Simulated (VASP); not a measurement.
VASP runs on SnTe2 (space group R-3m) share one base input (PBE GGA, plane waves, VASP's PBE PAW potentials (set 64)) and change the settings named in each case.

**POSCAR**
```
SnTe2
6.4126830
  0.3298455576   0.1904365146   1.0000000000
 -0.3298455576   0.1904365146   1.0000000000
  0.0000000000  -0.3808728733   1.0000000000
Sn Te
1 2
Cartesian
  0.0000000000   0.0000000000   0.0000000000
  0.0000000000   0.0000000393   0.7560000000
 -0.0000000000   0.0000001166   2.2440000000
```

INCAR:
```
ALGO  =  Normal
EDIFF  =  1E-6
ENCUT  =  300
GGA  =  PE
ISIF  =  2
ISMEAR  =  0
LASPH  =  .True.
LCHARG  =  .False.
LMAXMIX  =  4
LREAL  =  .False.
LWAVE  =  .False.
NELM  =  100
PREC  =  Accurate
SIGMA  =  0.1
SYSTEM  =  SnTe2
```

### KPOINTS
```
kpoints
0
G
 5 5 5
0 0 0
```

POTCAR, in this order: Sn_d Te (PBE.64 set). Program: vasp_std.

```csv
change,E(σ→0) (eV/atom),pressure (GPa),largest force (eV/Å),−TS (eV)
base run,-3.3766,4.17,1.286,-0.0082
"GGA removed, POTCAR Sn_d Te (LDA.64 set)",-4.0262,0.58,1.014,-0.0086
"GGA_COMPAT = .FALSE., LNONCOLLINEAR = .TRUE., LSORBIT = .TRUE., MAGMOM = 0.0 0.0 0.0 0.0 0.0 0.0 0.0 0.0 0.0, program vasp_ncl",-3.4776,4.44,1.324,-0.0074
KPOINTS 4×4×4 Γ-centred mesh,-3.3599,4.34,1.226,-0.0119
```
 Energies of different potentials or functionals have different zeros.  Unless said otherwise, spin-orbit coupling is left out, though it shifts the bands of the heavy elements here. At 300 eV the pressure can carry a Pulay error.

Left out are runs that ran out of time, are held back, or changed the cell or the kind of run, fixed moments of cells without a moment, rows past the twelfth, gaps on odd meshes, pressures of charged cells and columns that move by less than the noise.

The structure was generated: SnTe2 was put into an ordered model structure, which need not be its known phase. The cell was not relaxed at this level, forces remain on its atoms.
